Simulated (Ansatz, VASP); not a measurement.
# Cross-check of W2SNO (W2NOS MXene monolayer) between VASP and Ansatz

Wanted: the spread between two codes on one cell, functional and k mesh. The cell is taken from a series of runs on this material, whose earlier steps may have relaxed, scaled, displaced or heated it; both programs get it as it stands.

Main program and level: Ansatz 0.2.0; plane waves, with VASP 6.6.1 beside it; single point at PBE with D3(BJ) and single point at PBE, spin-orbit coupling.

## (1) Set-up

The cell holds 5 atoms: 1 S, 2 W, 1 N and 1 O. Cell: a = 2.924 Å, b = 2.924 Å, c = 23.752 Å, α = 90.0°, β = 90.0°, γ = 120.0°. Vacuum lies along c.

Coordinates:

```xyz
5
Lattice="2.9242 0.0000 0.0000 -1.4621 2.5324 0.0000 0.0000 0.0000 23.7517" Properties=species:S:1:pos:R:3
S     0.0000    1.6883    9.0000
W     1.4621    0.8441   10.6732
W     0.0000    1.6883   13.5558
N     2.9242    0.0000   12.2182
O     1.4621    0.8441   14.7517
```

## (2) VASP: single point, PBE with D3(BJ)

With cell and atoms fixed, the geometry can't cause a difference; cores, projectors, grids and the points listed under the comparison can.

Lines of VASP's logs that name or quote its potential files are left out, and so is its time.

INCAR reads:

```
SYSTEM = W2SNO
PREC = Accurate
ENCUT = 520
EDIFF = 1E-06
NELM = 120
ISMEAR = -1
SIGMA = 0.02585
LREAL = .FALSE.
ALGO = Normal
GGA = PE
IVDW = 12
NBANDS = 20
LASPH = .TRUE.
LORBIT = 11
LWAVE = .FALSE.
LCHARG = .FALSE.
ISIF = 2
LDIPOL = .TRUE.
IDIPOL = 3
DIPOL = 0.5 0.5 0.508
LVHAR = .TRUE.
GGA_COMPAT = .FALSE.
NELMDL = -8
KPAR = 2
```

POSCAR reads:

```
W2SNO
1.0
    2.9242063355      0.0000000000      0.0000000000
   -1.4621031677      2.5324369724      0.0000000000
    0.0000000000      0.0000000000     23.7517166643
S W N O
1 2 1 1
Direct
    0.3333333333      0.6666666667      0.3789199799
    0.6666666666      0.3333333334      0.4493670637
    0.3333333333      0.6666666667      0.5707308791
    1.0000000000      0.0000000000      0.5144131450
    0.6666666666      0.3333333334      0.6210800201
```

KPOINTS reads:

```
Automatic mesh
0
Gamma
18 18 1
0 0 0
```

Potentials, in the order of the species: S, W, N and O (PBE family, release 64).

Launch:

```sh
> mpirun -np 2 vasp_std
```

Numbers of over 12 decimals in the logs are rounded to 6 here.

The program printed:

```text
[banner, memory and clock lines left out]
running    2 mpi-ranks, on    1 nodes
 distrk:  each k-point on    1 cores,    2 groups
 distr:  one band on    1 cores,    1 groups

 POSCAR found type information on POSCAR S W N O
 POSCAR found :  4 types and       5 ions
 LDA part: xc-table for (Slater+PW92), standard interpolation
 POSCAR, INCAR and KPOINTS ok, starting setup
 FFT: planning ... GRIDC
 FFT: planning ... GRID_SOFT
 FFT: planning ... GRID
 WAVECAR not read
 entering main loop
       N       E                     dE             d eps       ncg     rms          rms(c)
DAV:   1     0.234671803340E+03    0.23467E+03   -0.11731E+04  1480   0.115E+03
DAV:   2    -0.230162242619E+02   -0.25769E+03   -0.24874E+03  2192   0.283E+02
DAV:   3    -0.511588103828E+02   -0.28143E+02   -0.27497E+02  1796   0.103E+02
DAV:   4    -0.521978719161E+02   -0.10391E+01   -0.10262E+01  2248   0.206E+01
DAV:   5    -0.522213527737E+02   -0.23481E-01   -0.23342E-01  2072   0.268E+00
DAV:   6    -0.522222246381E+02   -0.87186E-03   -0.87061E-03  2276   0.488E-01
DAV:   7    -0.522222549294E+02   -0.30291E-04   -0.30279E-04  2044   0.761E-02
DAV:   8    -0.522222564077E+02   -0.14782E-05   -0.14778E-05  2084   0.165E-02    0.440E+01
DAV:   9    -0.468595399862E+02    0.53627E+01   -0.41313E+01  2100   0.380E+01    0.180E+01
DAV:  10    -0.503214356111E+02   -0.34619E+01   -0.30633E+01  2464   0.342E+01    0.135E+01
DAV:  11    -0.493543439087E+02    0.96709E+00   -0.59141E+01  2624   0.460E+01    0.104E+01
DAV:  12    -0.460625975067E+02    0.32917E+01   -0.31023E+01  2460   0.257E+01    0.258E+00
DAV:  13    -0.460559940015E+02    0.66035E-02   -0.18156E+00  2044   0.782E+00    0.151E+00
DAV:  14    -0.460324228516E+02    0.23571E-01   -0.16318E-01  2040   0.294E+00    0.103E+00
[...]
DAV:  23    -0.460219338156E+02   -0.57195E-04   -0.16374E-05  1756   0.189E-02    0.125E-02
DAV:  24    -0.460219447082E+02   -0.10893E-04   -0.16326E-05  2248   0.291E-02    0.679E-03
DAV:  25    -0.460219552859E+02   -0.10578E-04   -0.49013E-06  1648   0.138E-02    0.484E-03
DAV:  26    -0.460219681824E+02   -0.12897E-04   -0.14711E-06  1240   0.519E-03    0.437E-03
DAV:  27    -0.460219728315E+02   -0.46490E-05   -0.67896E-07  1004   0.624E-03    0.321E-03
DAV:  28    -0.460219777725E+02   -0.49411E-05   -0.74121E-07   992   0.593E-03    0.112E-03
DAV:  29    -0.460219822700E+02   -0.44974E-05   -0.51327E-07  1072   0.470E-03    0.193E-03
DAV:  30    -0.460219830262E+02   -0.75621E-06   -0.98150E-08   920   0.234E-03
   1 F= -.47589425E+02 E0= -.47585325E+02  d E =-.819952E-02
```

From OUTCAR (step 2):

```text
ion  position               nearest neighbor table
   1  0.333  0.667  0.379-   2 2.38   2 2.38   2 2.38
   2  0.667  0.333  0.449-   4 2.29   4 2.29   4 2.29   1 2.38   1 2.38   1 2.38   3 3.34   3 3.34
                             3 3.34
   3  0.333  0.667  0.571-   5 2.07   5 2.07   5 2.07   4 2.15   4 2.15   4 2.15   2 3.34   2 3.34
                             2 3.34
   4  0.000  0.000  0.514-   3 2.15   3 2.15   3 2.15   2 2.29   2 2.29   2 2.29
   5  0.667  0.333  0.621-   3 2.07   3 2.07   3 2.07

  LATTYP: Found a hexagonal cell.
 ALAT       =     2.9242063355
 C/A-ratio  =     8.1224489448

 Subroutine GETGRP returns: Found  6 space group operations
 (whereof  6 operations were pure point group operations)

The static configuration has the point symmetry C_3v.

 Found     37 irreducible k-points:

   k-points           NKPTS =     37   k-points in BZ     NKDIM =     37   number of bands    NBANDS=     20

   dimension x,y,z NGX =    24 NGY =   24 NGZ =  180
   dimension x,y,z NGXF=    48 NGYF=   48 NGZF=  360

   ENCUT  =  520.0 eV  38.22 Ry    6.18 a.u.   5.44  5.44 44.16*2*pi/ulx,y,z

   NELECT =      29.0000    total number of electrons

 k-points in reciprocal lattice and weights: Automatic mesh
   0.00000000  0.00000000  0.00000000       0.003
   0.05555556 -0.00000000  0.00000000       0.019
   0.11111111 -0.00000000  0.00000000       0.019
   0.16666667  0.00000000  0.00000000       0.019
   0.22222222 -0.00000000  0.00000000       0.019
   0.27777778  0.00000000  0.00000000       0.019
   0.33333333  0.00000000  0.00000000       0.019
   0.38888889 -0.00000000  0.00000000       0.019
   0.44444444 -0.00000000  0.00000000       0.019
[...]
0.33333333  0.27777778  0.00000000       0.037
   0.33333333  0.33333333  0.00000000       0.006

 dipolmoment           0.000000      0.000000      0.055011 electrons x Angstroem

 average (electrostatic) potential at core
       1 -93.2296       2 -47.3644       3 -48.1160       4 -71.1098       5 -77.5103

 E-fermi :  -0.8835

 k-point     1 :       0.0000    0.0000    0.0000
  band No.  band energies     occupation
    ...
     11      -3.1952      2.00000
     12      -2.6044      2.00000
     13      -2.6044      2.00000
     14      -1.5165      2.00000
     15      -1.5165      2.00000
     16      -0.7817      0.03814
     17      -0.7817      0.03814
     18      -0.6642      0.00041
     19       1.8350      0.00000
     20       1.8350      0.00000

 k-point     2 :       0.0556   -0.0000    0.0000
  band No.  band energies     occupation
    ...
     12      -2.7927      2.00000
     13      -2.7265      2.00000
     14      -1.4752      2.00000
     15      -1.3504      2.00000
     16      -0.8639      0.63705
     17      -0.7694      0.02391
     18      -0.6110      0.00005
     19       1.7026      0.00000
     20       1.8683      0.00000

 k-point     3 :       0.1111   -0.0000    0.0000
  band No.  band energies     occupation
    ...
     12      -2.8967      2.00000
     13      -2.8612      2.00000
     14      -1.5896      2.00000
     15      -1.1585      1.99995
     16      -1.0073      1.98350
     17      -0.5754      0.00001
     18      -0.4233      0.00000
     19       1.5020      0.00000
     20       1.9480      0.00000

 Edisp (eV)   -1.56744

  Total      -0.14551    -0.14551    -0.22699    -0.00000     0.00000     0.00000
  in kB      -1.32546    -1.32546    -2.06763    -0.00000     0.00000     0.00000
  external pressure =       -1.57 kB  Pullay stress =        0.00 kB

  energy-cutoff  :      520.00
  volume of cell :      175.89
      direct lattice vectors                 reciprocal lattice vectors
     2.924206336  0.000000000  0.000000000     0.341973132  0.197438280  0.000000000
    -1.462103168  2.532436972  0.000000000     0.000000000  0.394876560  0.000000000
     0.000000000  0.000000000 23.751716664     0.000000000  0.000000000  0.042102220

 POSITION                                       TOTAL-FORCE (eV/Angst)
 -----------------------------------------------------------------------------------
     -0.00000      1.68829      9.00000        -0.000000      0.000000      0.090902
      1.46210      0.84415     10.67324        -0.000000     -0.000000     -0.037211
     -0.00000      1.68829     13.55584        -0.000000     -0.000000     -0.026052
      0.00000      0.00000     12.21820        -0.000000      0.000000     -0.071468
      1.46210      0.84415     14.75172         0.000000      0.000000      0.043830
 -----------------------------------------------------------------------------------
    total drift:                                0.000000     -0.000000     -0.000333

  FREE ENERGIE OF THE ION-ELECTRON SYSTEM (eV)
  ---------------------------------------------------
  free  energy   TOTEN  =       -47.5894246750 eV

  energy  without entropy=      -47.5812251569  energy(sigma->0) =      -47.58532492

 vacuum level on the upper side and lower side of the slab         5.282         3.936

 total charge
# of ion       s       p       d       tot
------------------------------------------
    1        1.370   2.358   0.000   3.728
    2        0.557   0.664   4.329   5.550
    3        0.566   0.756   4.213   5.534
    4        1.231   2.497   0.000   3.728
    5        1.580   3.404   0.000   4.984
--------------------------------------------------
tot          5.303   9.679   8.542  23.524

[... 3 further parts left out ...]
```

This run has no spin polarisation, so a moment on W, if there is one, isn't seen. Its electron count is odd, so without a moment it is a metal by construction. The data set W keeps the semicore shell frozen, which is cheaper and a little less accurate.

## (3) Ansatz: single point, PBE with D3(BJ)

Ansatz runs on its PAW soft_1 files.

The same cell, functional, mesh and smearing now go to Ansatz, which takes its cutoff from its data sets.

input.yaml reads:

```yaml
crystal:
  lattice:
    - [2.9242063355, 0.0, 0.0]
    - [-1.4621031677, 2.5324369724, 0.0]
    - [0.0, 0.0, 23.7517166643]
  atoms:
    - { symbol: S, position: [0.3333333333, 0.6666666667, 0.3789199799] }
    - { symbol: W, position: [0.6666666667, 0.3333333333, 0.4493670637] }
    - { symbol: "N", position: [0.0, 0.0, 0.514413145] }
    - { symbol: W, position: [0.3333333333, 0.6666666667, 0.5707308791] }
    - { symbol: O, position: [0.6666666667, 0.3333333333, 0.6210800201] }
kpoints:
  mp_grid: { grid: [18, 18, 1] }
  band_path:
    path: [[0, 0, 0], [0.5, 0, 0], [0.33333333, 0.33333333, 0], [0, 0, 0]]
    npoints: 16
hamiltonian:
  xc: pbe
  dispersion: d3bj
  pseudopotentials: { kind: paw, azcp: { folder: soft_1 } }
scf:
  occupations: { method: fermi_dirac, width: 0.02585 }
  convergence: { dr2_threshold: 1.0e-10 }
efield:
  axis: 3
  dipole_correction: true
  ramp_position: 0.97
  ramp_width: 0.06
  amplitude: 0
output:
  dos: { projected: true, e_range: [-6, 5] }
  bader: true
  write_potential: true
  write_density: true
  volumetric_format: npy
  elf: true
```

Launch:

```sh
> ansatz run input.yaml --threads 4 --pin off --max-ram 6144MiB --backend cpu --events-out ev --progress --plain --runs-dir out
```

The program printed:

```text
Engine: ansatz 0.2.0, aarch64-unknown-linux-gnu
Pseudopotentials: kind: paw
Pseudopotential: S, paw, valence charge 6, recommended cutoff 420 eV (normal), soft_1/S.paw.azcp
Pseudopotential: W, paw, valence charge 14, recommended cutoff 420 eV (normal), soft_1/W.paw.azcp
Pseudopotential: N, paw, valence charge 5, recommended cutoff 420 eV (normal), soft_1/N.paw.azcp
Pseudopotential: O, paw, valence charge 6, recommended cutoff 420 eV (normal), soft_1/O.paw.azcp
Functional definition: PBE
  parameter kappa = 0.804
  parameter beta = 0.066725
  exchange = pbe_x(kappa = kappa, mu = beta*pi^2/3)
  correlation = pbe_c(beta = beta)
Crystal: 5 atoms, lattice volume = 175.890 Å³
Basis set: ecut = 420 eV, 3367 PW (Γ)
Bands: 28, of which v1, the nominal top of the filled ones, is band 23 counted from 1 (22 counted from 0)
Symmetry: 6 space group operations
Space group: P3m1 (ITA 156), of the structure as read, at distance tolerance 5.6e-5 Å
k-points: 37 of 324 (time reversal used)
Non-local potential: S, projectors of the file, l = 0: 2, l = 1: 2, l = 2: 1
Non-local potential: W, projectors of the file, l = 0: 3, l = 1: 2, l = 2: 2, l = 3: 1
Non-local potential: N, projectors of the file, l = 0: 2, l = 1: 2, l = 2: 1
Non-local potential: O, projectors of the file, l = 0: 2, l = 1: 2, l = 2: 1
PAW form: soft (Blöchl's): semilocal exchange-correlation on the pseudo side does not see the compensation charge
PAW one-centre angular grid: S, 110 points (default); XC on 64 Gauss nodes
PAW one-centre angular grid: W, 590 points (default); XC on 64 Gauss nodes
PAW one-centre angular grid: N, 110 points (default); XC on 64 Gauss nodes
PAW one-centre angular grid: O, 110 points (default); XC on 64 Gauss nodes
Initial density: superposition of atomic densities (neutral atoms: chi_scale 0, normalization atom)
Initial wavefunctions: pseudopotential atomic-orbital guess
Functional: x = pbe(κ = 0.804, μ = 0.219515), c = pbe(β = 0.066725)
SCF iter   1: F=—  HF=-22630.183193 eV  |F-HF|=—  |Δ(HF+E_count)|=         —  Δρ=7.95e-2  dr2=1.33e1  ethr=3.10e-3  p=0.000 e·Å  D=8.41e-8 V/Å  ΔV_dip=-0.00 eV  dr2_dipole=1.74e-2  V_vac-E_F(+/−)=6.33/6.33 eV  ⟨swp⟩=11.7  Hψ=6392  notcnv=0
efield: sawtooth ramp at fractional position 0.9700 (set: `efield.ramp_position`, or a place that a band, a saddle search or an elastic batch's reference lends), width 0.0600; the density the first Hamiltonian is built on has a dipole p = 0.000 e·Å; the dipole correction subtracts the counter field D = 8.41e-8 V/Å, which shifts the + side's vacuum level by -0.00 eV against the − side's; the planar-averaged density in the ramp window peaks in size at 4.8e-7 e/Å³
preconditioner: auto → LDOS  [metal: Δε(μ)=0.021 eV  Ē_g=10.413 eV  σ=0.026 eV  W_gap=0.19  n_scr=16 (ndim 8)  ℏωp=15.1 eV  f_vac=0.624  D(μ)=2.19/eV (n_scr^D=10)  β→1.0]
SCF iter   2: F=—  HF=-22627.524981 eV  |F-HF|=—  |Δ(HF+E_count)|=    2.66e0  Δρ=4.15e-2  dr2=2.43e0  ethr=3.10e-3  p=-0.050 e·Å  D=-5.12e-2 V/Å  ΔV_dip=1.22 eV  dr2_dipole=3.11e-4  V_vac-E_F(+/−)=4.97/3.75 eV  ⟨swp⟩=4.1  Hψ=3088  notcnv=0  defer=24
SCF iter   3: F=—  HF=-22627.067744 eV  |F-HF|=—  |Δ(HF+E_count)|=   4.57e-1  Δρ=1.21e-2  dr2=3.54e-1  ethr=3.10e-3  p=-0.020 e·Å  D=-2.09e-2 V/Å  ΔV_dip=0.50 eV  dr2_dipole=2.70e-2  V_vac-E_F(+/−)=5.70/5.21 eV  ⟨swp⟩=3.8  Hψ=2731  notcnv=0  defer=22
SCF iter   4: F=—  HF=-22626.994209 eV  |F-HF|=—  |Δ(HF+E_count)|=   7.35e-2  Δρ=3.37e-3  dr2=2.66e-2  ethr=7.86e-4  p=-0.047 e·Å  D=-4.84e-2 V/Å  ΔV_dip=1.15 eV  dr2_dipole=2.05e-7  V_vac-E_F(+/−)=5.96/4.81 eV  ⟨swp⟩=2.5  Hψ=1647  notcnv=0  defer=22
SCF iter   5: F=—  HF=-22626.991281 eV  |F-HF|=—  |Δ(HF+E_count)|=   2.93e-3  Δρ=6.62e-4  dr2=8.93e-4  ethr=5.91e-5  p=-0.048 e·Å  D=-4.91e-2 V/Å  ΔV_dip=1.17 eV  dr2_dipole=8.04e-5  V_vac-E_F(+/−)=6.03/4.87 eV  ⟨swp⟩=3.2  Hψ=2059  notcnv=0  defer=23
SCF iter   6: F=—  HF=-22626.991607 eV  |F-HF|=—  |Δ(HF+E_count)|=   3.26e-4  Δρ=1.87e-4  dr2=7.76e-5  ethr=1.98e-6  p=-0.049 e·Å  D=-5.09e-2 V/Å  ΔV_dip=1.21 eV  dr2_dipole=3.23e-6  V_vac-E_F(+/−)=6.06/4.85 eV  ⟨swp⟩=2.8  Hψ=2008  notcnv=0  defer=22
SCF iter   7: F=—  HF=-22626.991676 eV  |F-HF|=—  |Δ(HF+E_count)|=   6.89e-5  Δρ=5.67e-5  dr2=1.90e-5  ethr=1.72e-7  p=-0.050 e·Å  D=-5.11e-2 V/Å  ΔV_dip=1.21 eV  dr2_dipole=8.00e-7  V_vac-E_F(+/−)=6.07/4.85 eV  ⟨swp⟩=2.6  Hψ=1829  notcnv=0  defer=22
SCF iter   8: F=—  HF=-22626.991682 eV  |F-HF|=—  |Δ(HF+E_count)|=   5.87e-6  Δρ=1.59e-5  dr2=2.50e-6  ethr=4.23e-8  p=-0.050 e·Å  D=-5.13e-2 V/Å  ΔV_dip=1.22 eV  dr2_dipole=5.19e-7  V_vac-E_F(+/−)=6.07/4.85 eV  ⟨swp⟩=2.4  Hψ=1592  notcnv=0  defer=22
SCF iter   9: F=—  HF=-22626.991685 eV  |F-HF|=—  |Δ(HF+E_count)|=   3.50e-6  Δρ=3.30e-6  dr2=2.82e-8  ethr=5.55e-9  p=-0.050 e·Å  D=-5.13e-2 V/Å  ΔV_dip=1.22 eV  dr2_dipole=2.73e-9  V_vac-E_F(+/−)=6.07/4.85 eV  ⟨swp⟩=2.2  Hψ=1473  notcnv=0  defer=22
SCF iter  10: F=—  HF=-22626.991685 eV  |F-HF|=—  |Δ(HF+E_count)|=   4.79e-8  Δρ=9.76e-7  dr2=1.23e-9  ethr=6.28e-11  p=-0.050 e·Å  D=-5.13e-2 V/Å  ΔV_dip=1.22 eV  dr2_dipole=6.62e-11  V_vac-E_F(+/−)=6.07/4.85 eV  ⟨swp⟩=2.7  Hψ=2043  notcnv=0  defer=22
SCF iter  11: F=—  HF=-22626.991685 eV  |F-HF|=—  |Δ(HF+E_count)|=   4.02e-9  Δρ=3.77e-7  dr2=2.66e-10  ethr=1.00e-12  p=-0.050 e·Å  D=-5.13e-2 V/Å  ΔV_dip=1.22 eV  dr2_dipole=1.97e-11  V_vac-E_F(+/−)=6.07/4.85 eV  ⟨swp⟩=9.5  Hψ=4216  notcnv=0
SCF iter  12: F=-22626.991685 eV  HF=-22626.991685 eV  |F-HF|=3.64e-11  |Δ(HF+E_count)|=  4.00e-11  Δρ=7.04e-8  dr2=1.47e-11  ethr=1.00e-12  p=-0.050 e·Å  D=-5.13e-2 V/Å  ΔV_dip=1.22 eV  dr2_dipole=2.96e-12  V_vac-E_F(+/−)=6.07/4.85 eV  ⟨swp⟩=3.0  Hψ=2279  notcnv=0
SCF 1 converged in 12 iterations: F = -22626.991685 eV  dr2 = 1.47e-11
  greatest PAW one-centre occupation: 0.999 electrons in one spin orbital (limit 2), on the W atom at site 3 (counted from 0), in its partial waves of l = 0
NSCF: frozen V_eff on 49 k-points
efield: sawtooth ramp at fractional position 0.9700 (kept from the solve that this one continues, or follows in the run), width 0.0600; the density the first Hamiltonian is built on has a dipole p = -0.050 e·Å; the dipole correction subtracts the counter field D = -5.13e-2 V/Å, which shifts the + side's vacuum level by +1.22 eV against the − side's; the planar-averaged density in the ramp window peaks in size at 5.8e-7 e/Å³
WARN: The output density's exchange-correlation potential varies sharply where the density is thin. Do not read a vacuum level from v_tot or v_xc, or from such a field of the output density. On a cell that repeats whose density bears no net charge and no dipole along the vacuum's axis use v_es (v_loc + v_h of the components); under efield.dipole_correction with no amplitude use v_es + v_field, which holds any externa [...]
SCF converged after 12 iterations
Free energy (F): -22626.991685 eV
Harris-Foulkes:  -22626.991685 eV  (|F-HF|=3.64e-11)
Internal energy: -22626.984055 eV  (E = F + TS)
E sigma→0 (E₀):  -22626.987870 eV
Entropy (-TS):   -0.007630 eV (-1.526 meV/atom)
Fermi energy:    2.182540 eV
Dipole field:    D = -0.051328 V/Å  (p = -0.049892 e·Å, saw-weighted, corrected)
Work function:   Φ+ = 6.0708 eV   Φ− = 4.8517 eV
Levels:          The Fermi level and band energies are counted from a zero that moves with the ramp; work functions are not
--- Per-component energies (eV) ---
  E_band       = -883.342685
  E_kinetic    = 1249.367586
  E_local      = -52394.069990  (includes V_loc(G=0)·N_el)
  E_nonlocal   = 71.604955
  E_hartree    = 25648.851299
  E_xc         = -755.396934
  E_vxc        = -712.414897  (∫ρ·V_xc dr)
  E_paw        = -18053.815282  (= ΣΔE_a)
  E_vpaw       = -395.968608  (= ΣTr[D̂ρ^β])
  E_aug_tail   = 0.001951  (compensation charges beyond the density's cutoff)
  E_efield     = 0.001280  (sawtooth field / dipole correction)
  E_vefield    = 0.433444  (∫n·V_field dr)
  E_ewald      = 21608.038700
  E_disp       = -1.567620  (pairwise vdW)
  E_smearing   = -0.007630  (= −TS)
  E_closure    = -0.000000  (closes the sum)
  Σ components = -22626.991685   (vs F -22626.991685, Δ=0.00e0)
--- Band table (eV; the first three rows and the last of 37) ---
  k-point 0: bands = [... 19 lower, 0.4303, 0.4303, 1.5650, 1.5650, 2.3026, 2.3026, 2.3951, 4.9053, ... 1 higher]
  k-point 1: bands = [... 19 lower, 0.2494, 0.3177, 1.5960, 1.7225, 2.2165, 2.3163, 2.4507, 4.7721, ... 1 higher]
  k-point 2: bands = [... 19 lower, 0.1586, 0.1906, 1.4735, 1.9123, 2.0623, 2.5073, 2.6402, 4.5716, ... 1 higher]
  k-point 36: bands = [... 19 lower, -2.1037, 1.7326, 2.1497, 3.0021, 3.0097, 3.1685, 4.1313, 5.2132, ... 1 higher]
--- Bader charges: 5 sites ---
  site symbol  charge [e]  shift [e]
     0      S     -0.6260     0.0063
     1      W      1.3241     0.0096
     2      N     -1.5999     0.0051
     3      W      1.9787     0.0009
     4      O     -1.0769     0.0008
  estimated error of the sums over rays = 6.0e-4 e
```

In the SCF lines HF is the Harris–Foulkes energy and dr2 the Hartree energy of the density residual, in eV; the loop may stop once dr2 is under the threshold and the program's other checks hold. Hψ counts applications of the Hamiltonian.

## (4) Side by side

Known differences besides the potentials themselves: the data sets hold 45 valence electrons in Ansatz (on its PAW soft_1 files) and 29 in VASP; the cutoff is 420 eV in Ansatz and 520 eV in VASP. Total energies have different zeros and are not compared.

Compared:

```tsv
quantity	Ansatz	VASP	difference
work function, lower of the two faces (eV)	4.85	4.82	+0.03
work function, higher of the two faces (eV)	6.07	6.17	-0.09
```

With vacuum in the cell, a pressure given here is an average over mostly empty space and none of the material.

(Part 1 of 2 ends here.)

[Lines on the potential files, build, host, timing and source positions are cut from VASP's logs without a mark.]

[Logs are printed without paths, hosts, clocks, repeated set-up lines and the standing remarks that a program may print on its own settings, such as how far it seeks lower states.]

[Hosts, paths, dates, database ids (printed as entryN), source tags and the programs' standing remarks are cut or masked in the printed files.]
